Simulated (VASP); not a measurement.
A convergence study with VASP on Fe (bcc): one setting is varied, all else stays as given below, so the limit is that of these other settings.

```
CELL_PARAMETERS angstrom
     -1.43500     1.43500     1.43500
      1.43500    -1.43500     1.43500
      1.43500     1.43500    -1.43500
ATOMIC_POSITIONS crystal
  Fe 0.00000 0.00000 0.00000
```
Starting moments (μB, in the order of the record's atoms Fe): 2.5.

The numbers are results of PBE GGA, VASP's PBE PAW potentials (set 64) (plane waves; VASP), not measurements. The tightest run used: 550 eV cut-off, 24×24×24 Monkhorst-Pack mesh, first-order Methfessel-Paxton smearing of 0.10 eV, potentials Fe.

The reference is 24×24×24 mesh, which took about 2 core-minutes. Costs are core time on shared hosts, one run each; read them as rough ratios.

Q: Of the settings 1×1×1 mesh; 2×2×2 mesh; 3×3×3 mesh; 4×4×4 mesh; 5×5×5 mesh; 6×6×6 mesh; 7×7×7 mesh; 8×8×8 mesh; 9×9×9 mesh; 10×10×10 mesh; 11×11×11 mesh; 12×12×12 mesh; 13×13×13 mesh; 14×14×14 mesh; 15×15×15 mesh; 16×16×16 mesh; 17×17×17 mesh; 18×18×18 mesh; 19×19×19 mesh; 20×20×20 mesh; 21×21×21 mesh; 22×22×22 mesh; 23×23×23 mesh; 24×24×24 mesh, which is the lowest that keeps the difference from the reference in the stress, largest component (GPa) within 0.5 from there on, and what does it cost?

A: 18×18×18 mesh; its cost over the reference is within a factor of 2.
```
setting        difference in the stress, largest component (GPa)  cost over the reference
-------------  -------------------------------------------------  -----------------------
1×1×1 mesh                                                  3.37               about 1/20
2×2×2 mesh                                                  7.08               about 1/20
3×3×3 mesh                                                 15.46               about 1/10
4×4×4 mesh                                                  0.12               about 1/10
5×5×5 mesh                                                  1.73               about 1/10
6×6×6 mesh                                                  4.90                about 1/9
7×7×7 mesh                                                  0.81                about 1/7
8×8×8 mesh                                                  1.29                about 1/7
9×9×9 mesh                                                  2.10                about 1/7
10×10×10 mesh                                               2.00                about 1/4
11×11×11 mesh                                               0.12                about 1/4
12×12×12 mesh                                               0.79                about 1/3
13×13×13 mesh                                               0.29                about 1/2
14×14×14 mesh                                               0.65                about 1/4
15×15×15 mesh                                               0.09     within a factor of 2
16×16×16 mesh                                               0.75                about 1/2
17×17×17 mesh                                               0.69                about 1/3
18×18×18 mesh                                               0.42     within a factor of 2
19×19×19 mesh                                               0.22     within a factor of 2
20×20×20 mesh                                               0.00     within a factor of 2
21×21×21 mesh                                               0.23     within a factor of 2
22×22×22 mesh                                               0.13     within a factor of 2
23×23×23 mesh                                               0.15     within a factor of 2
24×24×24 mesh                                               0.00                reference
```

Left out are rungs that failed or repeat a setting and relaxations that didn't move; long series are thinned to 24 rows.

The compound is Fe in the bcc structure. The cell was not relaxed at this level. The spin order is the one that the start imposed; others were not tried in this run.
